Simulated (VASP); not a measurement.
A convergence study with VASP on Ca (fcc): one setting is varied, all else stays as given below, so the limit is that of these other settings.

```yaml
crystal:
  lattice:
    - [0.00000, 2.79000, 2.79000]
    - [2.79000, 0.00000, 2.79000]
    - [2.79000, 2.79000, 0.00000]
  atoms:
    - { symbol: Ca, position: [0.00000, 0.00000, 0.00000] }
```

These are PBE GGA, VASP's PBE PAW potentials (set 64) (plane waves; VASP) values and carry that method's errors. The tightest run used: 550 eV cut-off, 17×17×17 Monkhorst-Pack mesh, first-order Methfessel-Paxton smearing of 0.10 eV, potentials Ca_sv.

Question: The settings run are 1×1×1 mesh; 2×2×2 mesh; 3×3×3 mesh; 4×4×4 mesh; 5×5×5 mesh; 6×6×6 mesh; 7×7×7 mesh; 8×8×8 mesh; 9×9×9 mesh; 10×10×10 mesh; 11×11×11 mesh; 12×12×12 mesh; 13×13×13 mesh; 14×14×14 mesh; 15×15×15 mesh; 16×16×16 mesh; 17×17×17 mesh. From which on does the stress (every component) stay within 0.1 GPa of the tightest run?

Answer: From 6×6×6 mesh on: it is off by 0.02 there and by no more than 0.1 in any finer run, while 5×5×5 mesh is off by 0.27.
```
setting        E (eV/atom)  pressure (GPa)  irreducible k-points  difference judged (GPa)
-------------  -----------  --------------  --------------------  -----------------------
1×1×1 mesh         -6.9252           -7.51                     1                     7.04
2×2×2 mesh         -1.9740           -0.03                     2                     0.43
3×3×3 mesh         -1.8886           -0.33                     4                     0.14
4×4×4 mesh         -1.9185           -0.64                    10                     0.18
5×5×5 mesh         -1.9225           -0.73                    10                     0.27
6×6×6 mesh         -1.9257           -0.44                    28                     0.02
7×7×7 mesh         -1.9350           -0.39                    20                     0.08
8×8×8 mesh         -1.9274           -0.46                    60                     0.00
9×9×9 mesh         -1.9247           -0.41                    35                     0.05
10×10×10 mesh      -1.9274           -0.46                   110                     0.00
11×11×11 mesh      -1.9278           -0.48                    56                     0.02
12×12×12 mesh      -1.9274           -0.46                   182                     0.00
13×13×13 mesh      -1.9270           -0.47                    84                     0.01
14×14×14 mesh      -1.9273           -0.46                   280                     0.00
15×15×15 mesh      -1.9276           -0.45                   120                     0.01
16×16×16 mesh      -1.9273           -0.46                   408                     0.00
17×17×17 mesh      -1.9272           -0.46                   165                     0.00
```

Left out are rungs that failed or repeat a setting and relaxations that didn't move; long series are thinned to 24 rows.

The compound is Ca in the fcc structure. The cell was not relaxed at this level.
